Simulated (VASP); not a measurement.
Output of a VASP run:

OUTCAR:
```
 ion  position               nearest neighbor table
   1  0.000  0.000  0.000-   2 2.65   2 2.65   2 2.65   2 2.65
   2  0.250  0.250  0.250-   1 2.65   1 2.65   1 2.65   1 2.65
  LATTYP: Found a face centered cubic cell.
 ALAT       =     6.1271753840
 Subroutine PRICEL returns:
 Original cell was already a primitive cell.
 Subroutine GETGRP returns: Found 24 space group operations
The static configuration has the point symmetry T_d .
The dynamic configuration has the point symmetry T_d .
 Subroutine INISYM returns: Found 24 space group operations
 Subroutine IBZKPT returns following result:
 Found    165 irreducible k-points:

 Following reciprocal coordinates:
            Coordinates               Weight
  0.000000  0.000000  0.000000      1.000000
  0.058824  0.000000  0.000000      8.000000
  0.117647  0.000000  0.000000      8.000000
  0.176471  0.000000  0.000000      8.000000
  0.235294  0.000000  0.000000      8.000000
  0.294118  0.000000  0.000000      8.000000
  0.352941  0.000000  0.000000      8.000000
  0.411765  0.000000  0.000000      8.000000
  0.470588  0.000000  0.000000      8.000000
  0.058824  0.058824  0.000000      6.000000
  0.117647  0.058824  0.000000     24.000000
  0.176471  0.058824  0.000000     24.000000
  0.235294  0.058824  0.000000     24.000000
  0.294118  0.058824  0.000000     24.000000
  0.352941  0.058824  0.000000     24.000000
  0.411765  0.058824  0.000000     24.000000
  0.470588  0.058824  0.000000     24.000000
 -0.470588  0.058824  0.000000     24.000000
 -0.411765  0.058824  0.000000     24.000000
 -0.352941  0.058824  0.000000     24.000000
 -0.294118  0.058824  0.000000     24.000000
 -0.235294  0.058824  0.000000     24.000000
 -0.176471  0.058824  0.000000     24.000000
 -0.117647  0.058824  0.000000     24.000000
 -0.058824  0.058824  0.000000     12.000000
  0.117647  0.117647  0.000000      6.000000
  0.176471  0.117647  0.000000     24.000000
  0.235294  0.117647  0.000000     24.000000
  0.294118  0.117647  0.000000     24.000000
  0.352941  0.117647  0.000000     24.000000
  0.411765  0.117647  0.000000     24.000000
  0.470588  0.117647  0.000000     24.000000
 -0.470588  0.117647  0.000000     24.000000
 -0.411765  0.117647  0.000000     24.000000
 -0.352941  0.117647  0.000000     24.000000
 -0.294118  0.117647  0.000000     24.000000
 -0.235294  0.117647  0.000000     24.000000
 -0.176471  0.117647  0.000000     24.000000
 -0.117647  0.117647  0.000000     12.000000
  0.176471  0.176471  0.000000      6.000000
 Subroutine IBZKPT_HF returns following result:
   k-points           NKPTS =    165   k-points in BZ     NKDIM =    165   number of bands    NBANDS=     39
   number of dos      NEDOS =   1001   number of ions     NIONS =      2
   total plane-waves  NPLWV =  21952
   dimension x,y,z NGX =    28 NGY =   28 NGZ =   28
   dimension x,y,z NGXF=    56 NGYF=   56 NGZF=   56
   ions per type =               1   1
   PREC   = accura    normal or accurate (medium, high low for compatibility)
   ISTART =      0    job   : 0-new  1-cont  2-samecut
   ICHARG =      2    charge: 1-file 2-atom 10-const
   ISPIN  =      1    spin polarized calculation?
   LNONCOLLINEAR =      F non collinear calculations
   LSORBIT =      F    spin-orbit coupling
   INIWAV =      1    electr: 0-lowe 1-rand  2-diag
   ENCUT  =  400.0 eV  29.40 Ry    5.42 a.u.   7.07  7.07  7.07*2*pi/ulx,y,z
   NELM   =    100;   NELMIN=  2; NELMDL= -5     # of ELM steps
   EDIFF  = 0.1E-06   stopping-criterion for ELM
   LREAL  =      F    real-space projection
   NLSPLINE    = F    spline interpolate recip. space projectors
   LMAXMIX     =    4 max onsite mixed and CHGCAR
   VOSKOWN=      0    Vosko Wilk Nusair interpolation
   EDIFFG = 0.1E-05   stopping-criterion for IOM
   NSW    =      0    number of steps for IOM
   NBLOCK =      1;   KBLOCK =      1    inner block; outer block
...
```

### OSZICAR
```
       N       E                     dE             d eps       ncg     rms          rms(c)
DAV:   1     0.100545171711E+03    0.10055E+03   -0.55484E+03 16120   0.504E+02
DAV:   2    -0.229627167552E+02   -0.12351E+03   -0.10865E+03 13279   0.223E+02
DAV:   3    -0.390147950083E+02   -0.16052E+02   -0.15835E+02 15640   0.446E+01
DAV:   4    -0.394359639501E+02   -0.42117E+00   -0.42091E+00 15288   0.768E+00
DAV:   5    -0.394396663779E+02   -0.37024E-02   -0.37023E-02 15643   0.725E-01    0.290E+00
DAV:   6    -0.375599839286E+02    0.18797E+01   -0.26967E-01 14106   0.374E+00    0.203E+00
DAV:   7    -0.376743885238E+02   -0.11440E+00   -0.22656E-01 13290   0.270E+00    0.572E-01
DAV:   8    -0.375882313544E+02    0.86157E-01   -0.16034E-01 13066   0.186E+00    0.205E-01
DAV:   9    -0.375966659911E+02   -0.84346E-02   -0.73443E-03 15174   0.319E-01    0.232E-01
DAV:  10    -0.375938077220E+02    0.28583E-02   -0.53406E-04 14567   0.889E-02    0.342E-01
DAV:  11    -0.376041142603E+02   -0.10307E-01   -0.10966E-02 13122   0.353E-01    0.489E-02
DAV:  12    -0.376024582605E+02    0.16560E-02   -0.98280E-04 15376   0.124E-01    0.380E-02
DAV:  13    -0.376044623380E+02   -0.20041E-02   -0.62538E-04 13544   0.862E-02    0.379E-02
DAV:  14    -0.376044172872E+02    0.45051E-04   -0.17646E-04 14955   0.535E-02    0.266E-02
DAV:  15    -0.376045406563E+02   -0.12337E-03   -0.34422E-05 14145   0.311E-02    0.763E-03
DAV:  16    -0.376045714442E+02   -0.30788E-04   -0.42841E-05 13640   0.207E-02    0.207E-03
DAV:  17    -0.376045833101E+02   -0.11866E-04   -0.28876E-06 14862   0.842E-03    0.110E-03
DAV:  18    -0.376045833017E+02    0.83701E-08   -0.47600E-07 14490   0.320E-03
   1 F= -.37604583E+02 E0= -.37604583E+02  d E =-.481782E-32
 imaginary and real dielectric function
```

**OUTCAR**
```
------------------------ aborting loop because EDIFF is reached ----------------------------------------
  FORCE on cell =-STRESS in cart. coord.  units (eV):
  Direction    XX          YY          ZZ          XY          YZ          ZX
  --------------------------------------------------------------------------------------
  Total        0.0156238      0.0156238      0.0156238     -0.0000000     -0.0000000      0.0000000
  in kB        0.4352874      0.4352874      0.4352874     -0.0000000     -0.0000000      0.0000000
  external PRESSURE =       0.4352874 kB  Pullay stress =       0.0000000 kB
  volume of cell :       57.51
      direct lattice vectors                 reciprocal lattice vectors
     0.000000000  3.063587692  3.063587692    -0.163207341  0.163207341  0.163207341
     3.063587692  0.000000000  3.063587692     0.163207341 -0.163207341  0.163207341
     3.063587692  3.063587692  0.000000000     0.163207341  0.163207341 -0.163207341
  FREE ENERGIE OF THE ION-ELECTRON SYSTEM (eV)
  ---------------------------------------------------
  free  energy   TOTEN  =       -37.6045833017 eV

  energy  without entropy=      -37.6045833017  energy(sigma->0) =      -37.60458330

 plasma frequency squared (from intraband transitions) (eV^2)
  --------------------------------------------------------------------------------------
       0.000       0.000       0.000
       0.000       0.000       0.000
       0.000       0.000       0.000

 plasma frequency squared (from interband transitions, int dw w eps(2)(w)) (eV^2)
  --------------------------------------------------------------------------------------
     243.100       0.000       0.000       0.000      -0.000      -0.000
       0.000      -0.000     243.100       0.000      -0.000      -0.000
      -0.000       0.000      -0.000       0.000     243.100       0.000
```
(Selected blocks of OUTCAR.)

### POSCAR
```
GaSb
1
   -0.0000000000     3.0635876920     3.0635876920
    3.0635876920     0.0000000000     3.0635876920
    3.0635876920     3.0635876920    -0.0000000000
Ga Sb
1 1
Direct
  0.0000000000   0.0000000000   0.0000000000
  0.2500000000   0.2500000000   0.2500000000
```

Problem. Reconstruct the remaining input files.

Solution. Several could match; the one computed here: the input of the run itself, r2SCAN meta-GGA, plane waves, VASP's PBE PAW potentials (set 64).

KPOINTS:
```
Automatic mesh
0
Gamma
17 17 17
0 0 0
```

INCAR:
```
! general
SYSTEM =GaSb
PREC   =Accurate
ENCUT  =400
LREAL  =.False.
LASPH  =.True.
NBANDS =39

! electronic loop
EDIFF  =1E-7
NELM   =100
ALGO   =Normal
LMAXMIX=4
LMIXTAU=.True.

! smearing
ISMEAR =0
SIGMA  =0.01

! functional
METAGGA=R2SCAN

! output
LWAVE  =.False.
LCHARG =.False.
NEDOS  =1001

! other
LOPTICS=.True.
LPEAD  =.True.
CSHIFT =0.1
```

POTCAR, in this order: Ga_d Sb (PBE.64 set). Program: vasp_std.

The dielectric response may not be converged in the k-mesh; for small gaps it tends to come out too large.

The compound is GaSb in the zinc blende structure. It was relaxed first.
